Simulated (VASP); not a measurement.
Method: PBE GGA, VASP's PBE PAW potentials (set 64) (plane waves; VASP).

VASP input:

POSCAR:
```
AuAl2
3.0279180
  0.0000000000   0.9999998825   0.9999998825
  0.9999998825   0.0000000000   0.9999998825
  0.9999998825   0.9999998825   0.0000000000
Al Au
2 1
Direct
  0.2500000000   0.2500000000   0.2500000000
  0.7500000000   0.7500000000   0.7500000000
  0.0000000000   0.0000000000   0.0000000000
```

INCAR:
```
ALGO=Normal
EDIFF=1E-7
ENCUT=480
GGA=PE
ISIF=2
ISMEAR=1
LASPH=T
LCHARG=F
LMAXMIX=6
LREAL=F
LWAVE=F
NELM=100
PREC=Accurate
SIGMA=0.1
SYSTEM=AuAl2
```

### KPOINTS
```
Automatic mesh
0
Gamma
8 8 8
0 0 0
```

POTCAR, in this order: Al Au (PBE.64 set). Program: vasp_std.

Unless said otherwise, spin-orbit coupling is left out, though it shifts the bands of the heavy elements here.

Q: What does the run give for the energy per atom (σ→0), band gap (on the k-mesh)?

A: 
| Property | Value |
|---|---|
| energy per atom (σ→0) | -4.009 eV/atom |
| band gap (on the k-mesh) | none (metal, semimetal or under 0.01 eV) |

**OSZICAR**
```
...
DAV:   7    -0.120553225481E+02    0.73264E-01   -0.29029E-01   744   0.646E+00    0.184E+00
DAV:   8    -0.120283047848E+02    0.27018E-01   -0.27046E-02   812   0.128E+00    0.410E-01
DAV:   9    -0.120271808379E+02    0.11239E-02   -0.37914E-03   772   0.736E-01    0.188E-01
DAV:  10    -0.120273314585E+02   -0.15062E-03   -0.25855E-04   752   0.132E-01    0.362E-02
DAV:  11    -0.120273265452E+02    0.49133E-05   -0.96115E-06   852   0.282E-02    0.137E-02
DAV:  12    -0.120273284926E+02   -0.19474E-05   -0.47870E-06   760   0.151E-02    0.319E-03
DAV:  13    -0.120273285362E+02   -0.43676E-07   -0.23110E-07   664   0.519E-03
   1 F= -.12027329E+02 E0= -.12026520E+02  d E =-.242591E-02
```

The compound is AuAl2 in the fluorite structure. It was relaxed first. The electron count is odd and the run is not spin-polarised, which forces a metal.
